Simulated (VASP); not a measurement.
Write the native input for VASP 6.6.1 that does the following.

| Quantity | Value |
| --- | --- |
| Task | single point |
| Functional | r2SCAN |
| Potentials or basis | VASP PAW PBE potentials, release 64 (Cr_pv, Rh_pv, F) |
| Cutoff | 520 eV |
| k mesh | 5 × 5 × 5 |
| Occupations | fermi-dirac, width 0.1 eV |
| Spin | no spin polarisation |
| Hubbard terms | Cr d U = 3.34 eV, J = 0.42 eV |
| Dipole correction | no |
| LDAUTYPE | 1 |
| Hund's J | 0.42 |
| Further INCAR settings | ALGO = Normal; EDIFF = 1e-07; NBANDS = 44 |

Crystal: CrRhF6.

```xyz
8
Lattice="4.9850 0.0000 0.0000 -2.4925 4.3171 0.0000 0.0000 -2.8781 4.7218" Properties=species:S:1:pos:R:3 pbc="T T T"
Cr    0.0000    0.0000    0.0000
Rh    2.4925   -1.4390    2.3609
F     0.9559   -1.4058    3.4757
F     0.7395    1.5307    3.4757
F     3.2896   -0.1249    3.4757
F     1.5366    2.8448    1.2461
F     1.7530   -0.0917    1.2461
F    -0.7971    1.5639    1.2461
```

The cell was built by a generator and needn't be a form met in nature.

One way to write it, as run:

POSCAR

```
CrRhF6
1.0
    4.9849505400      0.0000000000      0.0000000000
   -2.4924752700      4.3170976000      0.0000000000
    0.0000000000     -2.8780617200      4.7217517800
Cr Rh F
1 1 6
Direct
    0.0000000000      0.0000000000      0.0000000000
    0.5000000000      0.0000000000      0.5000000000
    0.2743000000      0.1651000000      0.7361000000
    0.5710000000      0.8453000000      0.7361000000
    0.8908000000      0.4618000000      0.7361000000
    0.7257000000      0.8349000000      0.2639000000
    0.4290000000      0.1547000000      0.2639000000
    0.1092000000      0.5382000000      0.2639000000
```

INCAR.step1

```
PREC = Accurate
ENCUT = 520
ISMEAR = -5
SIGMA = 0.1
LREAL = F
LASPH = T
NELM = 150
LMAXMIX = 4
LDAU = T
LDAUTYPE = 1
LDAUL = 2 -1 -1
LDAUU = 3.34 0 0
LDAUJ = 0.42 0 0
NBANDS = 44
GGA = PE
ALGO = Normal
EDIFF = 1E-4
LWAVE = T
LCHARG = F
```

INCAR.step2

```
PREC = Accurate
ENCUT = 520
EDIFF = 1E-7
ISMEAR = -1
SIGMA = 0.1
LREAL = F
LASPH = T
NELM = 150
ALGO = Normal
ISIF = 2
LWAVE = F
LCHARG = F
LMAXMIX = 4
LDAU = T
LDAUTYPE = 1
LDAUL = 2 -1 -1
LDAUU = 3.34 0 0
LDAUJ = 0.42 0 0
LDAUPRINT = 1
METAGGA = R2SCAN
LMIXTAU = T
LORBIT = 11
NBANDS = 44
ISTART = 1
```

KPOINTS

```
regular mesh
0
Gamma
  5 5 5
```

Potentials or basis: VASP PAW PBE potentials, release 64 (Cr_pv, Rh_pv, F).

The run is started by

```bash
$ cat potpaw_PBE.64/Cr_pv/POTCAR potpaw_PBE.64/Rh_pv/POTCAR potpaw_PBE.64/F/POTCAR > POTCAR
$ cp INCAR.step1 INCAR
$ mpirun -np 1 vasp_std > vasp.out
$ cp INCAR.step2 INCAR
$ mpirun -np 1 vasp_std > vasp.out
```

Results of the run:

* Pressure: -2.8 GPa
* Largest force: 2.106 eV/Å
* Band gap on the k mesh: none (metal or under the smearing width)
* Valence electrons inside the program's atomic spheres: Cr 10.12; Rh 13.58; F 6.10

Caveat: the PAW data sets were made with another functional, which shifts forces and pressure a little; an odd number of electrons without spin polarisation forces a metal; a magnetic or distorted state may lie lower; the run has no spin polarisation, though such a crystal can be magnetic; U without spin polarisation on a metal has little footing.

It took 4.8 min on 1 thread of Intel(R) Xeon(R) 6975P-C (Granite Rapids), with other jobs on the host, peak memory 0.32 GiB.
